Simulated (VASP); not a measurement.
# Hg2SO (P-4m2) in VASP: settings compared, part 2 of 2

VASP 6.6.1. Earlier steps stand in the parts before.

## Step 3: Single point, PBE

Contents of INCAR:

```
SYSTEM = Hg2SO
PREC = Accurate ; ENCUT = 520
EDIFF = 1E-6 ; ISMEAR = -1
SIGMA = 0.02 ; LREAL = .FALSE.
LASPH = .TRUE. ; NELM = 100
ALGO = Normal ; ISIF = 2
LWAVE = .FALSE. ; LCHARG = .TRUE.
GGA = PE ; LELF = .TRUE.
LVHAR = .TRUE. ; NBANDS = 26
```

Contents of KPOINTS:

```
regular mesh
0
G
  4 4 4
  0 0 0
```

Contents of POSCAR:

```
Hg2SO
1.0
    3.9826510783      0.0000000000      0.0000000000
    0.0000000000      3.9826510783      0.0000000000
    0.0000000000      0.0000000000      5.4147933259
O Hg S
1 2 1
Direct
    0.0000000000      0.0000000000      0.0000000000
    0.0000000000      0.5000000000      0.7900315664
    0.5000000000      0.0000000000      0.2099684336
    0.5000000000      0.5000000000      0.5000000000
```

Potentials or basis: VASP PAW PBE potentials, release 64 (O, Hg, S).

Command:

```console
$ cat potpaw_PBE.64/O/POTCAR potpaw_PBE.64/Hg/POTCAR potpaw_PBE.64/S/POTCAR > POTCAR
$ mpirun -np 1 vasp_std > vasp.out
```

OUTCAR:

```text
SYSTEM = Hg2SO
   PREC = Accurate
   ENCUT = 520
   EDIFF = 1E-6
   ISMEAR = -1
   LREAL = .FALSE.
   LASPH = .TRUE.
   NELM = 100
   ISIF = 2
   GGA = PE

 ion  position               nearest neighbor table
   1  0.000  0.000  0.000-   2 2.29   3 2.29   2 2.29   3 2.29
   2  0.000  0.500  0.790-   1 2.29   1 2.29   4 2.54   4 2.54   3 3.62   3 3.62   3 3.62   3 3.62

   3  0.500  0.000  0.210-   1 2.29   1 2.29   4 2.54   4 2.54   2 3.62   2 3.62   2 3.62   2 3.62

   4  0.500  0.500  0.500-   2 2.54   3 2.54   3 2.54   2 2.54

  LATTYP: Found a simple tetragonal cell.
 ALAT       =     3.9826510783
 C/A-ratio  =     1.3595952092

  Lattice vectors:

 A1 = (   3.9826510783,   0.0000000000,   0.0000000000)
 A2 = (   0.0000000000,   3.9826510783,   0.0000000000)
 A3 = (   0.0000000000,   0.0000000000,   5.4147933259)

Analysis of symmetry for initial positions (statically):
=====================================================================
 Subroutine PRICEL returns:
 Original cell was already a primitive cell.

 Routine SETGRP: Setting up the symmetry group for a
 simple tetragonal supercell.
[... 163 lines left out ...]
  energy without entropy =       -9.83117593  energy(sigma->0) =       -9.83177199

 E-fermi :   1.4826     XC(G=0):  -9.6086

 val. band max:        1.4724474440   @ k =   0.0000   0.0000   0.0000
 cond. band min:       2.1398228793   @ k =   0.0000   0.0000   0.2500
 fundamental gap:      0.6673754353
 Fermi energy:         1.4825629662

 k-point     1 :       0.0000    0.0000    0.0000
  band No.  band energies     occupation
      1     -15.7451      2.00000
      2     -11.2013      2.00000
      3      -5.1775      2.00000
      4      -5.1775      2.00000
      5      -5.1517      2.00000
      6      -5.0123      2.00000
[... 511 lines left out ...]
     25      10.8566      0.00000
     26      10.8566      0.00000

------------------------ aborting loop because EDIFF is reached ----------------------------------------

  FORCE on cell =-STRESS in cart. coord.  units (eV):
  Direction    XX          YY          ZZ          XY          YZ          ZX
  --------------------------------------------------------------------------------------
  -------------------------------------------------------------------------------------
  Total        1.7978079      1.7978079      1.5857293      0.0000000      0.0000000      0.0000000
  in kB       33.5372514     33.5372514     29.5810252      0.0000000      0.0000000      0.0000000
  external PRESSURE =      32.2185093 kB  Pullay stress =       0.0000000 kB

 VOLUME and BASIS-vectors are now :
 -----------------------------------------------------------------------------
  energy-cutoff  :      520.00
  volume of cell :       85.89
      direct lattice vectors                 reciprocal lattice vectors
     3.982651078  0.000000000  0.000000000     0.251089031  0.000000000  0.000000000
     0.000000000  3.982651078  0.000000000     0.000000000  0.251089031  0.000000000
     0.000000000  0.000000000  5.414793326     0.000000000  0.000000000  0.184679255

 POSITION                                       TOTAL-FORCE (eV/Angst)
 -----------------------------------------------------------------------------------
      0.00000      0.00000      0.00000        -0.000000      0.000000      0.000000
      0.00000      1.99133      4.27786        -0.000000     -0.000000     -0.144204
      1.99133      0.00000      1.13694         0.000000      0.000000      0.144204
      1.99133      1.99133      2.70740        -0.000000      0.000000      0.000000
 -----------------------------------------------------------------------------------
    total drift:                                0.000000     -0.000000      0.000000

  FREE ENERGIE OF THE ION-ELECTRON SYSTEM (eV)
  ---------------------------------------------------
  free  energy   TOTEN  =        -9.8323680492 eV

  energy  without entropy=       -9.8311759331  energy(sigma->0) =       -9.83177199
```

Wall time 15 s (1 thread of Intel Xeon 6975P-C (Granite Rapids), shared host); peak memory 0.2 GiB.

Results:

```
Free energy            : -9.8324 eV
Pressure               : 3.2 GPa
Largest force          : 0.144 eV/Å
Band gap on the k mesh : none (metal or under the smearing width)
```

Forces on the atoms (eV/Å):
```
O    0.000  0.000  0.000
Hg   0.000  0.000 -0.144
Hg   0.000  0.000  0.144
S    0.000  0.000  0.000
```

Levels at points of the mesh, in eV from the Fermi level:
| k point | band 16 | band 17 | band 18 | band 19 | band 20 | band 21 |
| --- | --- | --- | --- | --- | --- | --- |
| (0.00, 0.00, 0.00) | -1.37 | -0.02 | -0.01 | -0.01 | 3.99 | 4.32 |
| (0.50, 0.00, 0.00) | -1.68 | -1.25 | -0.41 | 2.58 | 2.60 | 5.47 |
| (0.50, 0.50, 0.00) | -1.90 | -1.90 | -1.64 | 3.71 | 3.86 | 3.86 |
| (0.00, 0.00, 0.50) | -1.50 | -0.55 | -0.55 | 1.88 | 2.35 | 5.16 |
| (0.50, 0.00, 0.50) | -0.86 | -0.76 | -0.43 | 0.93 | 2.88 | 5.52 |
| (0.50, 0.50, 0.50) | -2.60 | -1.82 | -1.82 | 3.63 | 3.63 | 5.30 |

Caveat: the k mesh is coarse (spacing up to 0.39 Å⁻¹), so the values aren't converged. The run has no spin-orbit coupling, so splittings on Hg are missing.

## Step 4: Single point, PBE, collinear spin, zero start

Contents of INCAR:

```
SYSTEM = Hg2SO
PREC     = Accurate       ! precision mode
ENCUT    = 520            ! plane-wave cutoff, eV
EDIFF    = 1E-7           ! SCF threshold, eV
ISMEAR   = -1             ! smearing method
SIGMA    = 0.02           ! smearing width, eV
LREAL    = .FALSE.        ! projectors in reciprocal space
LASPH    = .TRUE.         ! aspherical terms in the spheres
NELM     = 150            ! most SCF steps
ALGO     = Normal         ! electronic algorithm
ISIF     = 2              ! what is computed and relaxed
LWAVE    = .FALSE.        ! write WAVECAR
LCHARG   = .TRUE.         ! write CHGCAR
ISPIN    = 2              ! spin polarisation
MAGMOM   = 0 0 0 0        ! initial moments
LORBIT   = 11             ! projections on sites
GGA      = PE             ! functional
LELF     = .TRUE.         ! ELF
LVHAR    = .TRUE.       
NBANDS   = 30             ! bands
```

Contents of KPOINTS:

```
Automatic mesh
0
G
  4 4 4
  0 0 0
```

POSCAR is that of step 3.

Command:

```console
$ cat potpaw_PBE.64/O/POTCAR potpaw_PBE.64/Hg/POTCAR potpaw_PBE.64/S/POTCAR > POTCAR
$ mpirun -np 1 vasp_std > vasp.out
```

Run time: 38 s. Hardware: 1 thread of Intel Xeon 6975P-C (Granite Rapids), shared host; peak memory 0.25 GiB.

The run converged. Its results:

* Free energy: -9.8324 eV
* Pressure: 3.2 GPa
* Largest force: 0.144 eV/Å
* Band gap on the k mesh: none (metal or under the smearing width)
* Net moment: 0.00 μB per cell
* Valence electrons inside the program's atomic spheres: O 4.86; Hg 10.43; S 3.67

Forces in eV/Å, atoms in the order of the input:
```
O    0.000  0.000  0.000
Hg   0.000  0.000 -0.144
Hg   0.000  0.000  0.144
S    0.000  0.000  0.000
```

Stress tensor (GPa, compression positive):
```
3.36 0.00 0.00
0.00 3.36 0.00
0.00 0.00 2.97
```

Levels at points of the mesh, in eV from the Fermi level:
Spin up:
```tsv
k point	band 14	band 15	band 16	band 17	band 18	band 19	band 20	band 21	band 22	band 23
(0.00, 0.00, 0.00)	-2.19	-2.19	-1.37	-0.02	-0.01	-0.01	3.99	4.32	8.13	8.13
(0.50, 0.00, 0.00)	-3.41	-2.09	-1.68	-1.25	-0.41	2.58	2.60	5.47	5.79	7.88
(0.50, 0.50, 0.00)	-4.13	-2.38	-1.90	-1.90	-1.64	3.71	3.86	3.86	3.93	7.57
(0.00, 0.00, 0.50)	-1.71	-1.50	-1.50	-0.55	-0.55	1.88	2.35	5.16	5.87	7.41
(0.50, 0.00, 0.50)	-4.68	-1.28	-0.86	-0.76	-0.43	0.93	2.88	5.52	7.27	8.00
(0.50, 0.50, 0.50)	-4.57	-2.72	-2.60	-1.82	-1.82	3.63	3.63	5.30	6.54	7.30
```
Spin down:
| k point | band 14 | band 15 | band 16 | band 17 | band 18 | band 19 | band 20 | band 21 | band 22 | band 23 |
| --- | --- | --- | --- | --- | --- | --- | --- | --- | --- | --- |
| (0.00, 0.00, 0.00) | -2.19 | -2.19 | -1.37 | -0.02 | -0.01 | -0.01 | 3.99 | 4.32 | 8.13 | 8.13 |
| (0.50, 0.00, 0.00) | -3.41 | -2.09 | -1.68 | -1.25 | -0.41 | 2.58 | 2.60 | 5.47 | 5.79 | 7.88 |
| (0.50, 0.50, 0.00) | -4.13 | -2.38 | -1.90 | -1.90 | -1.64 | 3.71 | 3.86 | 3.86 | 3.93 | 7.57 |
| (0.00, 0.00, 0.50) | -1.71 | -1.50 | -1.50 | -0.55 | -0.55 | 1.88 | 2.35 | 5.16 | 5.87 | 7.41 |
| (0.50, 0.00, 0.50) | -4.68 | -1.28 | -0.86 | -0.76 | -0.43 | 0.93 | 2.88 | 5.52 | 7.27 | 8.00 |
| (0.50, 0.50, 0.50) | -4.57 | -2.72 | -2.60 | -1.82 | -1.82 | 3.63 | 3.63 | 5.30 | 6.54 | 7.30 |

Caveat: the k mesh is coarse (spacing up to 0.39 Å⁻¹), so the values aren't converged.

## Step 5: Summary

| level | spin | k mesh | exchange at q = 0 | grid for exact exchange (PRECFOCK) | screening parameter | gap on the mesh (eV) | pressure (GPa) | largest force (eV/Å) |
| --- | --- | --- | --- | --- | --- | --- | --- | --- |
| HSE06 | off | 4 × 4 × 2 | truncated | Normal | 0.2079 1/A | none | 0.3 | 0.10 |
| PBE | off | 4 × 4 × 4 | - | - | - | none | 3.2 | 0.14 |
| PBE | collinear, zero start | 4 × 4 × 4 | - | - | - | none | 3.2 | 0.14 |

Alike in all rows: task single point; potentials or basis VASP PAW PBE potentials, release 64 (O, Hg, S); cell as given; cutoff (eV) 520; smearing fermi-dirac 0.02 eV; the mesh is coarse, so values aren't converged.

Caveats: all runs use coarse meshes; the PAW data sets were made with another functional, which shifts forces and pressure a little (some runs).

Total energies depend on the potentials used, so only differences within one code and one set of settings carry meaning.
